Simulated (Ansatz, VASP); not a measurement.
**TiO2 (1T-TiO2 monolayer) in two plane-wave programs**

Wanted: the spread between two codes on one cell, functional and k mesh. The structure shown is the start of the Ansatz relaxation below; VASP solves that cell, so the two are compared at the walk's first step.

Calculated with Ansatz 0.2.0; plane waves, with VASP 6.6.1 beside it; single point at RPBE with D3(BJ).

## (1) Set-up

The cell holds 3 atoms: 2 O and 1 Ti. Its edges and angles: a = 2.990 Å, b = 2.990 Å, c = 28.722 Å, α = 90.0°, β = 90.0°, γ = 120.0°. Vacuum lies along c. The height across the vacuum is the one that the program set for its solve, not the one typed.

## (2) Ansatz: relaxation, RPBE with D3(BJ)

Ansatz runs on its default PAW (the set named soft_2) files.

The two programs are compared at the cell with which this relaxation starts, whose forces are those of its first step.

File input.yaml:

```yaml
crystal:
  lattice:
    - [2.99, 0.0, 0.0]
    - [-1.495, 2.5894159573, 0.0]
    - [0.0, 0.0, 20.4611921231]
  atoms:
    - { symbol: O, position: [0.6666666667, 0.3333333333, 0.4398570692] }
    - { symbol: Ti, position: [0.0, 0.0, 0.5] }
    - { symbol: O, position: [0.3333333333, 0.6666666667, 0.5601429308] }
  periodic: [true, true, false]
kpoints:
  mp_grid: { grid: [12, 12, 1] }
hamiltonian:
  xc: rpbe
  dispersion: d3bj
scf:
  occupations: { method: fermi_dirac, width: 0.05 }
  convergence: { dr2_threshold: 1.0e-09 }
relax:
  f_tol: 0.004
  max_steps: 90
  cell: {}
output:
  write_potential: true
  write_density: true
  volumetric_format: npy
```

Started as:

```
$ ansatz run input.yaml --threads 2 --pin off --max-ram 3072MiB --backend cpu --events-out ev --progress --plain --runs-dir out
```

Numbers of over 12 decimals in the logs are rounded to 6 here.

The log of the run:

```text
Warning: crystal.periodic: the lattice vector that does not repeat stood 0.000° off the slab's normal, 20.461 Å along it as the deck builds it. The run solves the slab on a vector along the normal, 28.722 Å long, with every atom where it was (on the deck's vector they left 18.00 Å outside them, and the widest stretch free of ions among them is 1.23 Å). A fractional position that the run reports is one of the run's ce [...]
Warning: relax.cell: scf.convergence.dr2_threshold = 1e-9 eV is looser than the 1.93197752933e-10 eV advised for a relaxation that steers and ends on the stress (1e-10 eV for each atom of the cell: 3, times the square of relax.cell.stress_2d_tol = 0.05 N/m over 12.5 Å (the atoms' height at the walk's start and 5 Å past either face), 4.012e-2 GPa, over a crystal's default 0.05). What an SCF threshold leaves in a stress goes as its square root, and in the free energy as the threshold itself, and one threshold admits the most on a small cell: [figures from the program's tests cut] Set scf.convergence.dr2_threshold to 1.93197752933e-10 eV or tighter. [rest of the remark cut]
crystal.periodic: the lattice vector that does not repeat stood 0.000° off the slab's normal, 20.461 Å along it as the deck builds it. The run solves the slab on a vector along the normal, 28.722 Å long, with every atom where it was (on the deck's vector they left 18.00 Å outside them, and the widest stretch free of ions among them is 1.23 Å). A fractional position that the run reports is one of the run's cell, which [...]
Engine: ansatz 0.2.0, x86_64-unknown-linux-gnu
Pseudopotentials: kind: paw
Pseudopotential: O, paw, valence charge 6, recommended cutoff 420 eV (normal), O.paw.azcp
Pseudopotential: Ti, paw, valence charge 12, recommended cutoff 420 eV (normal), Ti.paw.azcp
Functional definition: RPBE
  parameter kappa = 0.804
  parameter beta = 0.066725
  exchange = rpbe_x(kappa = kappa, mu = beta*pi^2/3)
  correlation = pbe_c(beta = beta)
Crystal: 3 atoms, lattice volume = 222.379 Å³
Basis set: ecut = 420 eV, 4199 PW (Γ), exchange–correlation on 40×40×384 points (8 copies of the dense FFT grid, shifted against one another)
Bands: 16, of which v1, the nominal top of the filled ones, is band 12 counted from 1 (11 counted from 0)
Symmetry: 12 space group operations
Space group: P-3m1 (ITA 164), of the structure as read, at distance tolerance 6.1e-5 Å
k-points: 19 of 144
[...]
SCF iter   3: F=—  HF=-3648.862866 eV  |F-HF|=—  |Δ(HF+E_count)|=   1.40e-7  Δρ=9.24e-6  dr2=2.14e-7  ethr=3.63e-9  ⟨swp⟩=2.9  Hψ=542  notcnv=0
SCF iter   4: F=—  HF=-3648.862866 eV  |F-HF|=—  |Δ(HF+E_count)|=   2.26e-8  Δρ=3.02e-6  dr2=1.98e-8  ethr=8.92e-10  ⟨swp⟩=2.5  Hψ=430  notcnv=0
SCF iter   5: F=-3648.862866 eV  HF=-3648.862866 eV  |F-HF|=1.96e-11  |Δ(HF+E_count)|=   5.53e-9  Δρ=6.12e-7  dr2=3.25e-10  ethr=4.17e-12  ⟨swp⟩=10.6  Hψ=2711  notcnv=0
SCF 6 converged in 5 iterations: F = -3648.862866 eV  dr2 = 3.25e-10
relax step   6: F+E_penalty+E_count = -3648.86286634 eV  Δ(F+E_penalty+E_count) = -2.692e-5 eV  max|allowed force component| = 2.326e-4 eV/Å  Δτ_max = 0.0003 Å  P = -0.001 N/m  Ω = 212.609 Å³  energy of the carried Pulay correction = +6.105e-3 eV  fix = [c, alpha, beta]  reactions: c -0.000 N/m  (5 SCF iters, accepted)
[...]
relax step   7: F+E_penalty+E_count = -3648.85859180 eV  Δ(F+E_penalty+E_count) = +4.275e-3 eV  max|allowed force component| = 2.639e-5 eV/Å  Δτ_max = 0.0000 Å  P = -0.146 N/m  Ω = 212.609 Å³  fix = [c, alpha, beta]  reactions: c -0.000 N/m  stress off target by 1.46e-1 N/m on what of the cell is left free  SCF on the basis re-selected at this cell (its energy is not comparable with the rows above)  (6 SCF iters)
[...]
relax step   8: F+E_penalty+E_count = -3648.85879438 eV  Δ(F+E_penalty+E_count) = -2.026e-4 eV  max|allowed force component| = 1.528e-5 eV/Å  Δτ_max = 0.0008 Å  P = -0.003 N/m  Ω = 212.345 Å³  energy of the carried Pulay correction = +1.596e-4 eV  fix = [c, alpha, beta]  reactions: c -0.000 N/m  (5 SCF iters, accepted)
[...]
relax step   9: F+E_penalty+E_count = -3648.85861026 eV  Δ(F+E_penalty+E_count) = +1.841e-4 eV  max|allowed force component| = 1.014e-5 eV/Å  Δτ_max = 0.0000 Å  P = -0.006 N/m  Ω = 212.345 Å³  fix = [c, alpha, beta]  reactions: c -0.000 N/m  stress off target by 6.31e-3 N/m on what of the cell is left free  SCF on the basis re-selected at this cell (its energy is not comparable with the rows above)  (4 SCF iters)
basis re-selected at this cell: Δ(F+E_penalty+E_count) = +1.841e-4 eV, ΔP = -0.003 N/m vs the last step (what re-selecting the basis moved, of the pressure what is left beyond the Pulay correction that the steps carried, after the strain that the cell walked since its last selection, with what the two solves' SCF thresholds leave and, on support functions, any second-order correction that the steps lacked; it is no m [...]
SCF converged after 4 iterations
Free energy (F): -3648.858610 eV
Harris-Foulkes:  -3648.858610 eV  (|F-HF|=3.46e-11)
Internal energy: -3648.858610 eV  (E = F + TS)
E sigma→0 (E₀):  -3648.858610 eV
Fermi energy:    -6.854667 eV
--- Per-component energies (eV) ---
  E_band       = -598.864324
  E_kinetic    = 625.474966
  E_local      = -45271.981597  (includes V_loc(G=0)·N_el)
  E_nonlocal   = 95.694391
  E_hartree    = 22250.764691
  E_xc         = -247.889156
  E_vxc        = -313.078315  (∫ρ·V_xc dr)
  E_paw        = -1367.987740  (= ΣΔE_a)
  E_vpaw       = -236.508891  (= ΣTr[D̂ρ^β])
  E_aug_tail   = 0.005112  (compensation charges beyond the density's cutoff)
  E_ewald      = 20269.877107
  E_disp       = -2.722313  (pairwise vdW)
  E_core_change = -0.094072  (= ΣΔE_core)
  E_smearing   = -0.000000  (= −TS)
  E_closure    = -0.000000  (closes the sum)
  Σ components = -3648.858610   (vs F -3648.858610, Δ=0.00e0)
--- Forces (eV/Å), atoms counted from 1 ---
  atom   1  O     -0.00000000     0.00000000    -0.00001014
  atom   2  Ti     0.00000000     0.00000000     0.00000000
  atom   3  O      0.00000000    -0.00000000     0.00001014
  max |Σ_I F_I| component: 9.25e-18 eV/Å
--- 2D stress c σ (N/m, compression-positive) ---
       -0.006308       0.000000      -0.000000
        0.000000      -0.006308       0.000000
       -0.000000       0.000000      -0.000000
  P = ½ c Tr σ = -0.0063 N/m
--- Band table (eV; the first three rows and the last of 19) ---
  k-point 0: bands = [... 8 lower, -11.8261, -9.0008, -8.4316, -8.4316, -5.4289, -5.4289, -3.7551, -1.2816]
  k-point 1: bands = [... 8 lower, -11.7544, -8.8884, -8.7497, -8.5908, -5.3427, -5.2534, -3.7765, -1.5243]
  k-point 2: bands = [... 8 lower, -11.5650, -9.6504, -8.9332, -8.5113, -5.2076, -4.8733, -3.8402, -1.9371]
  k-point 18: bands = [... 8 lower, -11.0186, -9.8659, -9.8659, -9.4186, -5.0781, -4.1148, -4.1148, -1.6591]
--- Relaxed structure (7 steps of the walk, 7 accepted, 2 SCFs on fresh bases) ---
  F+E_penalty+E_count = -3648.85861026 eV   max|allowed force component| = 1.014e-5 eV/Å   (the final SCF, on the basis selected at the relaxed cell)
  cell:  # Å, volume = 212.3445 Å³
    - [2.921763, 0, 0]
    - [-1.460881, 2.530321, 0]
    - [0, 0, 28.722384]
  atoms:
    - { symbol: O, position: [0.666667, 0.333333, 0.321440] }
    - { symbol: Ti, position: [0, 0, 0.356189] }
    - { symbol: O, position: [0.333333, 0.666667, 0.390938] }
```

## (3) VASP: single point, RPBE with D3(BJ), start cell

The same cell, functional, mesh and smearing now go to VASP, with its own data sets.

Lines of VASP's logs that name or quote its potential files are left out, and so is its time.

File INCAR:

```
SYSTEM = TiO2
PREC = Accurate
ENCUT = 520
EDIFF = 1E-06
NELM = 120
ISMEAR = -1
SIGMA = 0.05
LREAL = .FALSE.
ALGO = Normal
GGA = RP
IVDW = 12
NBANDS = 18
LASPH = .TRUE.
LORBIT = 11
LWAVE = .FALSE.
LCHARG = .FALSE.
ISIF = 2
LDIPOL = .TRUE.
IDIPOL = 3
DIPOL = 0.5 0.5 0.356
LVHAR = .TRUE.
GGA_COMPAT = .FALSE.
EFERMI = MIDGAP
NELMDL = -8
```

File POSCAR:

```
TiO2
1.0
    2.9900000000      0.0000000000      0.0000000000
   -1.4950000000      2.5894160000      0.0000000000
    0.0000000000      0.0000000000     28.7223840000
O Ti
2 1
Direct
    0.6666667310      0.3333334621      0.3133444633
    0.3333332690      0.6666665379      0.3990334507
    0.0000000000      0.0000000000      0.3561889570
```

File KPOINTS:

```
Automatic mesh
0
Gamma
12 12 1
0 0 0
```

The projector-augmented-wave data sets are O and Ti_sv (PBE family, release 64).

Started as:

```
$ mpirun -np 1 vasp_std
```

The log of the run:

```text
[banner, memory and clock lines left out]
running    1 mpi-ranks, on    1 nodes
 distrk:  each k-point on    1 cores,    1 groups
 distr:  one band on    1 cores,    1 groups

 POSCAR found type information on POSCAR O Ti
 POSCAR found :  2 types and       3 ions
|                                                                             |
|               ----> ADVICE to this user running VASP <----                  |
|                                                                             |
|     You enforced a specific xc type in the INCAR file but a different       |
|     [... a line on the potential file left out ...]
|     I HOPE YOU KNOW WHAT YOU ARE DOING!                                     |
|                                                                             |

 LDA part: xc-table for (Slater+PW92), standard interpolation
 POSCAR, INCAR and KPOINTS ok, starting setup
 FFT: planning ... GRIDC
 FFT: planning ... GRID_SOFT
 FFT: planning ... GRID
 WAVECAR not read
 entering main loop
       N       E                     dE             d eps       ncg     rms          rms(c)
DAV:   1     0.218706909961E+03    0.21871E+03   -0.11614E+04   836   0.106E+03
DAV:   2     0.403618489705E+01   -0.21467E+03   -0.20649E+03   924   0.289E+02
DAV:   3    -0.314754651287E+02   -0.35512E+02   -0.35382E+02  1056   0.119E+02
DAV:   4    -0.327975828383E+02   -0.13221E+01   -0.13192E+01   968   0.228E+01
DAV:   5    -0.328842714931E+02   -0.86689E-01   -0.86651E-01  1072   0.412E+00
DAV:   6    -0.328854775576E+02   -0.12061E-02   -0.12060E-02   956   0.536E-01
DAV:   7    -0.328855082105E+02   -0.30653E-04   -0.30653E-04  1076   0.809E-02
DAV:   8    -0.328855084698E+02   -0.25937E-06   -0.25928E-06   934   0.843E-03    0.186E+01
DAV:   9    -0.272353811838E+02    0.56501E+01   -0.68505E+01   896   0.742E+01    0.185E+01
DAV:  10    -0.253239223984E+02    0.19115E+01   -0.47370E+01   912   0.530E+01    0.757E+00
DAV:  11    -0.249977085851E+02    0.32621E+00   -0.11409E+00   738   0.852E+00    0.625E+00
DAV:  12    -0.247392288109E+02    0.25848E+00   -0.68420E+00   844   0.239E+01    0.612E+00
DAV:  13    -0.243770086725E+02    0.36222E+00   -0.33597E+00   916   0.150E+01    0.156E+00
DAV:  14    -0.243585278497E+02    0.18481E-01   -0.47597E-01   766   0.670E+00    0.129E+00
[...]
DAV:  21    -0.243406689747E+02   -0.12280E-03   -0.62773E-05   932   0.743E-02    0.320E-02
DAV:  22    -0.243406855881E+02   -0.16613E-04   -0.30395E-05  1010   0.442E-02    0.831E-03
DAV:  23    -0.243406943116E+02   -0.87235E-05   -0.13435E-06   624   0.839E-03    0.650E-03
DAV:  24    -0.243407079466E+02   -0.13635E-04   -0.51669E-06   618   0.229E-02    0.280E-03
DAV:  25    -0.243407118083E+02   -0.38616E-05   -0.48096E-07   486   0.591E-03    0.205E-03
DAV:  26    -0.243407190640E+02   -0.72557E-05   -0.98533E-07   602   0.742E-03    0.139E-03
DAV:  27    -0.243407201718E+02   -0.11078E-05   -0.91949E-08   452   0.259E-03    0.804E-04
DAV:  28    -0.243407209599E+02   -0.78807E-06   -0.64280E-08   482   0.182E-03
   1 F= -.26833823E+02 E0= -.26833823E+02  d E =-.333147E-08
```

OUTCAR, selected parts (step 3):

```text
ion  position               nearest neighbor table
   1  0.667  0.333  0.313-   3 2.12   3 2.12   3 2.12
   2  0.333  0.667  0.399-   3 2.12   3 2.12   3 2.12
   3  0.000  0.000  0.356-   2 2.12   1 2.12   1 2.12   2 2.12   1 2.12   2 2.12

  LATTYP: Found a hexagonal cell.
 ALAT       =     2.9900000000
 C/A-ratio  =     9.6061484950

 Subroutine GETGRP returns: Found 12 space group operations
 (whereof  6 operations were pure point group operations)

The static configuration has the point symmetry C_3v.
 The point group associated with its full space group is D_3d.

 Found     19 irreducible k-points:

   k-points           NKPTS =     19   k-points in BZ     NKDIM =     19   number of bands    NBANDS=     18

   dimension x,y,z NGX =    24 NGY =   24 NGZ =  216
   dimension x,y,z NGXF=    48 NGYF=   48 NGZF=  432

   ENCUT  =  520.0 eV  38.22 Ry    6.18 a.u.   5.56  5.56 53.40*2*pi/ulx,y,z

   NELECT =      24.0000    total number of electrons

 k-points in reciprocal lattice and weights: Automatic mesh
   0.00000000  0.00000000  0.00000000       0.007
   0.08333333  0.00000000  0.00000000       0.042
   0.16666667 -0.00000000  0.00000000       0.042
   0.25000000  0.00000000  0.00000000       0.042
   0.33333333  0.00000000  0.00000000       0.042
   0.41666667 -0.00000000  0.00000000       0.042
   0.50000000  0.00000000  0.00000000       0.021
   0.08333333  0.08333333  0.00000000       0.042
   0.16666667  0.08333333  0.00000000       0.083
[...]
0.33333333  0.25000000  0.00000000       0.083
   0.33333333  0.33333333  0.00000000       0.014

 dipolmoment           0.000000      0.000000      0.000005 electrons x Angstroem

 average (electrostatic) potential at core
       1 -80.6938       2 -80.6938       3 -88.1090

 E-fermi :  -6.0219

 k-point     1 :       0.0000    0.0000    0.0000
  band No.  band energies     occupation
    ...
      8      -9.0764      2.00000
      9      -9.0764      2.00000
     10      -7.5196      2.00000
     11      -6.8626      2.00000
     12      -6.8626      2.00000
     13      -4.6335      0.00000
     14      -4.6335      0.00000
     15      -3.9345      0.00000
     16      -1.9949      0.00000
     17      -1.9949      0.00000
    ...

 k-point     2 :       0.0833    0.0000    0.0000
  band No.  band energies     occupation
    ...
      8      -9.2349      2.00000
      9      -9.0337      2.00000
     10      -7.3781      2.00000
     11      -7.1986      2.00000
     12      -6.9895      2.00000
     13      -4.6120      0.00000
     14      -4.5047      0.00000
     15      -3.9111      0.00000
     16      -2.1115      0.00000
     17      -1.9900      0.00000
    ...

 k-point     3 :       0.1667   -0.0000    0.0000
  band No.  band energies     occupation
    ...
      8      -9.5077      2.00000
      9      -8.9314      2.00000
     10      -7.9716      2.00000
     11      -7.2570      2.00000
     12      -7.1786      2.00000
     13      -4.6501      0.00000
     14      -4.2229      0.00000
     15      -3.8158      0.00000
     16      -2.3023      0.00000
     17      -1.9651      0.00000
    ...

 Edisp (eV)   -2.49310

  Total      -5.65290    -5.65290   -10.04956     0.00000     0.00000    -0.00000
  in kB     -40.72753   -40.72753   -72.40426     0.00000     0.00000    -0.00000
  external pressure =      -51.29 kB  Pullay stress =        0.00 kB

  energy-cutoff  :      520.00
  volume of cell :      222.38
      direct lattice vectors                 reciprocal lattice vectors
     2.990000000  0.000000000  0.000000000     0.334448161  0.193093732  0.000000000
    -1.495000000  2.589416000  0.000000000     0.000000000  0.386187465  0.000000000
     0.000000000  0.000000000 28.722384000     0.000000000  0.000000000  0.034816051

 POSITION                                       TOTAL-FORCE (eV/Angst)
 -----------------------------------------------------------------------------------
      1.49500      0.86314      9.00000        -0.000000      0.000000      4.062631
      0.00000      1.72628     11.46119         0.000000      0.000000     -4.062631
      0.00000      0.00000     10.23060        -0.000000      0.000000      0.000000
 -----------------------------------------------------------------------------------
    total drift:                               -0.000000     -0.000000      0.000200

  FREE ENERGIE OF THE ION-ELECTRON SYSTEM (eV)
  ---------------------------------------------------
  free  energy   TOTEN  =       -26.8338233280 eV

  energy  without entropy=      -26.8338233247  energy(sigma->0) =      -26.83382333

 vacuum level on the upper side and lower side of the slab         1.886         1.886

 total charge
# of ion       s       p       d       tot
------------------------------------------
    1        1.589   3.325   0.000   4.914
    2        1.589   3.325   0.000   4.914
    3        2.179   6.199   1.628  10.006
--------------------------------------------------
tot          5.356  12.849   1.628  19.834

[... 3 further parts left out ...]
```

This run has no spin polarisation, so a moment on Ti, if there is one, isn't seen.

## (4) Differences

Known differences besides the potentials themselves: Ansatz cuts the interaction across the vacuum, VASP repeats the sheet with a dipole correction; the cutoff is 420 eV in Ansatz and 520 eV in VASP; Ansatz makes its cores anew for this functional, VASP keeps those of its PBE data sets. Total energies have different zeros and are not compared.

Forces (eV/Å; atoms numbered as in POSCAR):

```csv
atom,"Ansatz x, y, z","VASP x, y, z"
O1,"0.000, 0.000, 4.120","0.000, 0.000, 4.063"
O2,"0.000, 0.000, -4.120","0.000, 0.000, -4.063"
Ti3,"0.000, 0.000, 0.000","0.000, 0.000, 0.000"
```

The forces differ by 27 meV/Å r.m.s., which is 1.4 % of the r.m.s. force of 1.915 eV/Å (both taken over all components). With vacuum in the cell, a pressure given here is an average over mostly empty space and none of the material.

## (5) What came out

| Quantity | Value |
| --- | --- |
| r.m.s. force difference (single point, RPBE with D3(BJ), start cell) | 1.4 % of the r.m.s. force |

**Reading.** The r.m.s. force difference is 1.4 % of the r.m.s. force (single point, RPBE with D3(BJ), start cell), within the 3 % picked in this series as the mark of a large difference. 1 further run of this series is not shown here. How closely two codes agree says nothing of how well the functional describes the real material.

[Lines on the potential files, build, host, timing and source positions are cut from VASP's logs without a mark.]

[Logs are printed without paths, hosts, clocks, repeated set-up lines and the standing remarks that a program may print on its own settings, such as how far it seeks lower states.]

[Hosts, paths, dates, database ids (printed as entryN), source tags and the programs' standing remarks are cut or masked in the printed files.]
